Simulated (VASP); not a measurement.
Given:

```xyz
63
Lattice="8.7583 0.0000 0.0000 0.0000 8.7583 0.0000 0.0000 0.0000 8.7583" Properties=species:S:1:pos:R:3 pbc="T T T"
Si     4.3690     0.0126     0.0094
Si     6.5761     2.2242     8.7562
Si     6.5769     8.7575     2.2190
Si     0.0146     0.0060     0.0031
Si     2.2028     2.1844     0.0053
Si     4.3885     4.3936     8.7439
Si     6.5906     6.5781     8.7468
Si     2.2073     0.0129     2.1796
Si     6.6152     4.3971     2.1094
Si     4.3907     8.7501     4.3874
Si     6.6152     2.1100     4.4012
Si     6.5906     8.7494     6.5768
Si     0.0237     4.3872     8.7421
Si     2.1957     6.5773     8.7549
Si     0.0209     2.1901     2.1859
Si     2.1938     4.3867     2.2033
Si     4.3861     6.5744     2.1927
Si     0.0250     8.7466     4.3853
Si     2.1974     2.2118     4.3798
Si     4.3031     4.3998     4.4040
Si     6.5712     6.5640     4.3739
Si     2.1973     0.0007     6.5732
Si     4.3844     2.1954     6.5737
Si     6.5704     4.3784     6.5622
Si     0.0116     6.5727     2.1866
Si     0.0060     4.3770     4.3724
Si     2.1803     6.5831     4.3903
Si     0.0122     2.1931     6.5686
Si     2.1786     4.3928     6.5806
Si     4.3729     6.5705     6.5663
Si     0.0050     6.5722     6.5678
C      5.6018     0.9970     0.9946
C      7.6987     3.2904     1.0622
C      7.6971     1.0712     3.2847
C      1.1051     1.0975     1.0916
C      3.1864     3.4110     0.9835
C      5.4720     5.4988     1.0693
C      7.6759     7.6625     1.0853
C      3.1947     0.9937     3.4028
C      7.6660     5.4701     3.2778
C      5.4726     1.0758     5.4952
C      7.6636     3.2831     5.4645
C      7.6755     1.0908     7.6584
C      1.0954     5.4842     1.0839
C      3.2861     7.6705     1.0917
C      1.1004     3.2894     3.2835
C      3.2527     5.5067     3.2842
C      5.4805     7.6614     3.2899
C      1.0974     1.0896     5.4787
C      3.2503     3.2910     5.5052
C      5.4785     5.4718     5.4682
C      7.6683     7.6607     5.4687
C      3.2860     1.0973     7.6668
C      5.4790     3.2943     7.6586
C      7.6682     5.4743     7.6549
C      1.0928     7.6619     3.2798
C      1.0869     5.4770     5.4717
C      3.2803     7.6578     5.4852
C      1.0905     3.2860     7.6546
C      3.2792     5.4916     7.6521
C      5.4814     7.6614     7.6566
C      1.0948     7.6682     7.6619
B      5.4798     3.2988     3.2923
```
Cell charge +1.

Level of theory: HSE06 screened hybrid, VASP's PBE PAW potentials (set 64) (plane waves; VASP). Run with PREC = Normal, LREAL = Auto, ISYM = 0, NELECT = 250.0, EDIFF = 1E-5, 400 eV cut-off, 1×1×1 Γ-centred mesh, Gaussian smearing of 0.050 eV, potentials Si C B. Starting moments (MAGMOM): 63*0.0317. The cell's moment is fixed (NUPDOWN = 2).

The cell is charged, with a uniform compensating background. The supercell is sampled at Γ alone, which is coarse: total energies, pressure and levels can be off, energies of defects by several tenths of an eV.

Q: Estimate the cell moment, energy per atom (σ→0).

A: 
```
Property                        Value
---------------------  --------------
cell moment                   2.00 μB
energy per atom (σ→0)  -8662 meV/atom
```

Q: Give the moment on each site (PAW-sphere projection).

A: 
```csv
site,moment (μB)
Si1,0.01
Si2,0.01
Si3,0.01
Si4,0.00
Si5,-0.01
Si6,-0.01
Si7,0.01
Si8,-0.01
Si9,0.02
Si10,-0.01
Si11,0.03
Si12,0.01
Si13,0.00
Si14,0.00
Si15,0.00
Si16,-0.01
Si17,0.00
Si18,0.00
Si19,-0.01
Si20,0.00
Si21,0.00
Si22,0.00
Si23,0.00
Si24,0.00
Si25,0.00
Si26,0.00
Si27,0.00
Si28,0.01
Si29,0.00
Si30,0.00
Si31,0.00
C32,-0.20
C33,0.02
C34,0.03
C35,0.01
C36,0.33
C37,0.06
C38,-0.01
C39,0.32
C40,0.01
C41,0.06
C42,0.02
C43,-0.01
C44,0.03
C45,0.02
C46,0.00
C47,0.03
C48,0.00
C49,0.03
C50,0.02
C51,0.01
C52,0.01
C53,0.01
C54,0.00
C55,0.01
C56,0.03
C57,0.01
C58,0.03
C59,0.03
C60,0.03
C61,0.03
C62,0.01
B63,0.14
```

Only differences to runs with the same potentials and settings are physical.

The cell is a supercell with a defect, built from SiC (zinc blende): B_C-vac_Si, charge +1. The cell's shape comes from a PBE relaxation.
